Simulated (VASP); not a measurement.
Given:

```
CELL_PARAMETERS angstrom
     -1.92829     1.92829     1.92829
      1.92829    -1.92829     1.92829
      1.92829     1.92829    -1.92829
ATOMIC_POSITIONS crystal
  Tl 0.00000 0.00000 0.00000
```

Computed with LDA (Ceperley-Alder, Perdew-Zunger), VASP's LDA PAW potentials (set 64) (plane waves; VASP). Run with 300 eV cut-off, 10×10×10 Γ-centred mesh, Fermi-Dirac smearing of 0.10 eV, potentials Tl_d.

At this cut-off the stress carries a Pulay error, which pulls relaxed volumes low.

**Question.** Give the stress tensor in GPa (positive for a compressed cell).

**Answer.** 
```
-2.40   0.00   0.00
 0.00  -2.40   0.00
 0.00   0.00  -2.40
```
The pressure is its mean diagonal, -2.40 GPa.

The structure was generated: Tl was put into an ordered model structure, which need not be its known phase. The cell was not relaxed at this level.
